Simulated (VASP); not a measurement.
All values below come from LDA (Ceperley-Alder, Perdew-Zunger), VASP's LDA PAW potentials (set 64) (plane waves; VASP).

A VASP calculation is set up with these files.

File KPOINTS:
```
Automatic mesh
0
Gamma
16 16 16
0 0 0
```

**INCAR**
```
SYSTEM = W
PREC = Accurate
ENCUT = 500
EDIFF = 1E-6
NELM = 100
ALGO = Normal
LREAL = .FALSE.
LASPH = .TRUE.
ISMEAR = 1
SIGMA = 0.1
LMAXMIX = 6
LWAVE = .FALSE.
LCHARG = .FALSE.
IBRION = 2
ISIF = 3
NSW = 40
EDIFFG = -0.02
PSTRESS = 200
```

### POSCAR
```
W
1
   -1.5431546803     1.5431546803     1.5431546803
    1.5431546803    -1.5431546803     1.5431546803
    1.5431546803     1.5431546803    -1.5431546803
W
1
Direct
  1.0000000000   0.0000000000   0.0000000000
```

POTCAR, in this order: W_sv (LDA.64 set). Program: vasp_std.

Output of the run:

File OUTCAR:
```
 ion  position               nearest neighbor table
   1  0.000  0.000  0.000-
  LATTYP: Found a body centered cubic cell.
 ALAT       =     3.0863093606
 Subroutine PRICEL returns:
 Original cell was already a primitive cell.
 Subroutine GETGRP returns: Found 48 space group operations
The static configuration has the point symmetry O_h .
The dynamic configuration has the point symmetry O_h .
 Subroutine INISYM returns: Found 48 space group operations
 Subroutine IBZKPT returns following result:
 Found    145 irreducible k-points:

 Following reciprocal coordinates:
            Coordinates               Weight
  0.000000  0.000000  0.000000      1.000000
  0.062500  0.000000  0.000000     12.000000
  0.125000  0.000000  0.000000     12.000000
  0.187500  0.000000  0.000000     12.000000
  0.250000  0.000000  0.000000     12.000000
  0.312500  0.000000  0.000000     12.000000
  0.375000  0.000000  0.000000     12.000000
  0.437500  0.000000  0.000000     12.000000
  0.500000  0.000000  0.000000      6.000000
  0.062500  0.062500  0.000000     24.000000
  0.125000  0.062500  0.000000     48.000000
  0.187500  0.062500 -0.000000     48.000000
  0.250000  0.062500  0.000000     48.000000
  0.312500  0.062500  0.000000     48.000000
  0.375000  0.062500  0.000000     48.000000
  0.437500  0.062500  0.000000     48.000000
  0.125000  0.125000  0.000000     24.000000
  0.187500  0.125000  0.000000     48.000000
  0.250000  0.125000  0.000000     48.000000
  0.312500  0.125000  0.000000     48.000000
  0.375000  0.125000 -0.000000     48.000000
  0.437500  0.125000  0.000000     24.000000
  0.187500  0.187500  0.000000     24.000000
  0.250000  0.187500  0.000000     48.000000
  0.312500  0.187500  0.000000     48.000000
  0.375000  0.187500 -0.000000     48.000000
  0.250000  0.250000  0.000000     24.000000
  0.312500  0.250000  0.000000     48.000000
  0.375000  0.250000  0.000000     24.000000
  0.312500  0.312500  0.000000     24.000000
  0.062500  0.062500  0.062500      8.000000
  0.125000  0.062500  0.062500     24.000000
  0.187500  0.062500  0.062500     24.000000
  0.250000  0.062500  0.062500     24.000000
  0.312500  0.062500  0.062500     24.000000
  0.375000  0.062500  0.062500     24.000000
  0.437500  0.062500  0.062500     12.000000
 -0.062500  0.062500  0.062500      6.000000
  0.125000  0.125000  0.062500     24.000000
  0.187500  0.125000  0.062500     48.000000
   k-points           NKPTS =    145   k-points in BZ     NKDIM =    145   number of bands    NBANDS=     11
   number of dos      NEDOS =    301   number of ions     NIONS =      1
   total plane-waves  NPLWV =   8000
   dimension x,y,z NGX =    20 NGY =   20 NGZ =   20
   dimension x,y,z NGXF=    40 NGYF=   40 NGZF=   40
   ions per type =               1
   PREC   = accura    normal or accurate (medium, high low for compatibility)
   ISTART =      0    job   : 0-new  1-cont  2-samecut
   ICHARG =      2    charge: 1-file 2-atom 10-const
   ISPIN  =      1    spin polarized calculation?
   LNONCOLLINEAR =      F non collinear calculations
   LSORBIT =      F    spin-orbit coupling
   INIWAV =      1    electr: 0-lowe 1-rand  2-diag
   ENCUT  =  500.0 eV  36.75 Ry    6.06 a.u.   4.87  4.87  4.87*2*pi/ulx,y,z
   NELM   =    100;   NELMIN=  2; NELMDL= -5     # of ELM steps
   EDIFF  = 0.1E-05   stopping-criterion for ELM
   LREAL  =      F    real-space projection
   NLSPLINE    = F    spline interpolate recip. space projectors
   LMAXMIX     =    6 max onsite mixed and CHGCAR
   VOSKOWN=      0    Vosko Wilk Nusair interpolation
...
```

### OSZICAR
```
       N       E                     dE             d eps       ncg     rms          rms(c)
DAV:   1     0.733990615661E+02    0.73399E+02   -0.77028E+03  3198   0.142E+03
DAV:   2    -0.131605339731E+02   -0.86560E+02   -0.83408E+02  3406   0.328E+02
DAV:   3    -0.146749007421E+02   -0.15144E+01   -0.14950E+01  3657   0.426E+01
DAV:   4    -0.146823017380E+02   -0.74010E-02   -0.74006E-02  3382   0.325E+00
DAV:   5    -0.146823555704E+02   -0.53832E-04   -0.53834E-04  3604   0.282E-01    0.242E+01
DAV:   6    -0.142024955153E+02    0.47986E+00   -0.49529E-01  3397   0.928E+00    0.102E+01
DAV:   7    -0.140676316208E+02    0.13486E+00   -0.26331E-01  3484   0.629E+00    0.452E-01
DAV:   8    -0.140618639214E+02    0.57677E-02   -0.40730E-03  3319   0.999E-01    0.140E-01
DAV:   9    -0.140618805320E+02   -0.16611E-04   -0.39246E-05  3583   0.831E-02    0.691E-02
DAV:  10    -0.140618827742E+02   -0.22422E-05   -0.75148E-06  3475   0.406E-02    0.894E-03
DAV:  11    -0.140618827441E+02    0.30175E-07   -0.12452E-07  1807   0.453E-03
   1 F= -.12227002E+02 E0= -.12226851E+02  d E =-.122270E+02
```

### OUTCAR
```
------------------------ aborting loop because EDIFF is reached ----------------------------------------
  FORCE on cell =-STRESS in cart. coord.  units (eV):
  Direction    XX          YY          ZZ          XY          YZ          ZX
  --------------------------------------------------------------------------------------
  Total        1.8299794      1.8299794      1.8299794     -0.0000000      0.0000000      0.0000000
  in kB      199.4657842    199.4657842    199.4657842     -0.0000000      0.0000000      0.0000000
  external PRESSURE =      -0.5342158 kB  Pullay stress =     200.0000000 kB
  volume of cell :       14.70
      direct lattice vectors                 reciprocal lattice vectors
    -1.543154680  1.543154680  1.543154680     0.000000000  0.324011589  0.324011589
     1.543154680 -1.543154680  1.543154680     0.324011589  0.000000000  0.324011589
     1.543154680  1.543154680 -1.543154680     0.324011589  0.324011589  0.000000000
 POSITION                                       TOTAL-FORCE (eV/Angst)
 -----------------------------------------------------------------------------------
      0.00000      0.00000      0.00000        -0.000000     -0.000000     -0.000000
 -----------------------------------------------------------------------------------
    total drift:                               -0.000000     -0.000000      0.000000
  FREE ENERGIE OF THE ION-ELECTRON SYSTEM (eV)
  ---------------------------------------------------
  free  energy   TOTEN  =       -14.0618827441 eV

  energy  without entropy=      -14.0614278314  energy(sigma->0) =      -14.06173111
  enthalpy is  TOTEN    =       -12.2270022422 eV   P V=        1.8348805018

 reached required accuracy - stopping structural energy minimisation
```
(Selected blocks of OUTCAR.)

OUTCAR:
```
 val. band max:       12.4453345164   @ k =  -0.2500   0.2500   0.1250

 cond. band min:      12.4819158982   @ k =  -0.3125   0.3125   0.1875


 Fermi energy:        12.4743064614

 k-point     1 :       0.0000    0.0000    0.0000
  band No.  band energies     occupation
      1     -61.2142      2.00000
      2     -24.8892      2.00000
      3     -24.8892      2.00000
      4     -24.8892      2.00000
      5       2.5084      2.00000
      6      11.0547      2.00000
      7      11.0547      2.00000
      8      11.0547      2.00000
      9      14.8227      0.00000
     10      14.8227      0.00000
     11      27.1903      0.00000

 k-point     2 :       0.0625    0.0000    0.0000
  band No.  band energies     occupation
      1     -61.2069      2.00000
      2     -24.9593      2.00000
      3     -24.9106      2.00000
      4     -24.8897      2.00000
      5       2.7176      2.00000
      6      10.9259      2.00000
      7      11.0262      2.00000
      8      11.2574      2.00000
      9      14.6121      0.00000
     10      14.8226      0.00000
     11      27.3741      0.00000

 k-point     3 :       0.1250    0.0000    0.0000
  band No.  band energies     occupation
      1     -61.1862      2.00000
      2     -25.1558      2.00000
      3     -24.9710      2.00000
      4     -24.8911      2.00000
      5       3.3102      2.00000
      6      10.5786      2.00000
      7      10.8961      2.00000
      8      11.8569      2.00000
      9      14.2125     -0.00000
     10      14.8365      0.00000
     11      27.8213      0.00000

 k-point     4 :       0.1875    0.0000    0.0000
  band No.  band energies     occupation
      1     -61.1551      2.00000
      2     -25.4413      2.00000
      3     -25.0603      2.00000
      4     -24.8933      2.00000
      5       4.1706      2.00000
      6      10.1045      2.00000
      7      10.6305      2.00000
      8      12.8268     -0.00001
      9      14.0204     -0.00000
...
```

Unless said otherwise, spin-orbit coupling is left out, though it shifts the bands of the heavy elements here.

The compound is W in the bcc structure. It was relaxed first under an external pressure of 20 GPa.
